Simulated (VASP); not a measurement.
Computed with PBEsol GGA, VASP's PBE PAW potentials (set 64) (plane waves; VASP).

VASP input:

KPOINTS:
```
kpoints
0
gamma
  12 12 12
0 0 0
```

### INCAR
```
# general
SYSTEM =LiF
PREC   =Accurate
ENCUT  =620   # plane-wave cut-off (eV)
LREAL  =.FALSE.   # projection in real space or not
LASPH  =.TRUE.   # aspherical one-centre terms

# electronic loop
EDIFF  =1E-6
NELM   =100   # most electronic steps
ALGO   =Normal

# smearing
ISMEAR =0   # Gaussian
SIGMA  =0.05   # width (eV)

# functional
GGA    =PS   # PBEsol

# ions
IBRION =2   # conjugate gradients
NSW    =40   # most ionic steps
ISIF   =3   # ions, shape and volume
EDIFFG =-0.02   # ionic stop
PSTRESS=100

# output
LWAVE  =.FALSE.
LCHARG =.FALSE.
```

**POSCAR**
```
LiF
1
   -0.0000000000     1.9295650346     1.9295650346
    1.9295650346     0.0000000000     1.9295650346
    1.9295650346     1.9295650346    -0.0000000000
Li F
1 1
Direct
  0.0000000000   0.0000000000   0.0000000000
  0.5000000000   0.5000000000   0.5000000000
```

POTCAR, in this order: Li_sv F (PBE.64 set). Program: vasp_std.

The run wrote:

File OSZICAR:
```
       N       E                     dE             d eps       ncg     rms          rms(c)
DAV:   1     0.386255177276E+02    0.38626E+02   -0.64336E+03  1344   0.132E+03
DAV:   2    -0.903897134662E+01   -0.47664E+02   -0.45717E+02  1444   0.231E+02
DAV:   3    -0.102197430330E+02   -0.11808E+01   -0.11785E+01  1735   0.348E+01
DAV:   4    -0.102300279833E+02   -0.10285E-01   -0.10272E-01  1654   0.327E+00
DAV:   5    -0.102301548528E+02   -0.12687E-03   -0.12687E-03  1647   0.233E-01    0.408E+00
DAV:   6    -0.980082799462E+01    0.42933E+00   -0.20897E+00  1334   0.117E+01    0.133E+00
DAV:   7    -0.979885318090E+01    0.19748E-02   -0.21024E-02  1746   0.162E+00    0.818E-01
DAV:   8    -0.980095498423E+01   -0.21018E-02   -0.11564E-02  1757   0.151E+00    0.916E-02
DAV:   9    -0.980100887658E+01   -0.53892E-04   -0.93057E-04  1420   0.353E-01    0.409E-02
DAV:  10    -0.980103847826E+01   -0.29602E-04   -0.98415E-05  1462   0.101E-01    0.642E-03
DAV:  11    -0.980103875452E+01   -0.27625E-06   -0.24714E-06  1663   0.216E-02
   1 F= -.89042345E+01 E0= -.89042345E+01  d E =-.890423E+01
```

OUTCAR:
```
------------------------ aborting loop because EDIFF is reached ----------------------------------------
  FORCE on cell =-STRESS in cart. coord.  units (eV):
  Direction    XX          YY          ZZ          XY          YZ          ZX
  --------------------------------------------------------------------------------------
  Total        0.8914635      0.8914635      0.8914635      0.0000000     -0.0000000      0.0000000
  in kB       99.4044595     99.4044595     99.4044595      0.0000000     -0.0000000      0.0000000
  external PRESSURE =      -0.5955405 kB  Pullay stress =     100.0000000 kB
  volume of cell :       14.37
      direct lattice vectors                 reciprocal lattice vectors
     0.000000000  1.929565035  1.929565035    -0.259125757  0.259125757  0.259125757
     1.929565035  0.000000000  1.929565035     0.259125757 -0.259125757  0.259125757
     1.929565035  1.929565035  0.000000000     0.259125757  0.259125757 -0.259125757
  FREE ENERGIE OF THE ION-ELECTRON SYSTEM (eV)
  ---------------------------------------------------
  free  energy   TOTEN  =        -9.8010387545 eV

  energy  without entropy=       -9.8010387545  energy(sigma->0) =       -9.80103875
  enthalpy is  TOTEN    =        -8.9042344679 eV   P V=        0.8968042866

 reached required accuracy - stopping structural energy minimisation
```
(Selected blocks of OUTCAR.)

The compound is LiF in the rock salt structure. It was relaxed first under an external pressure of 10 GPa.
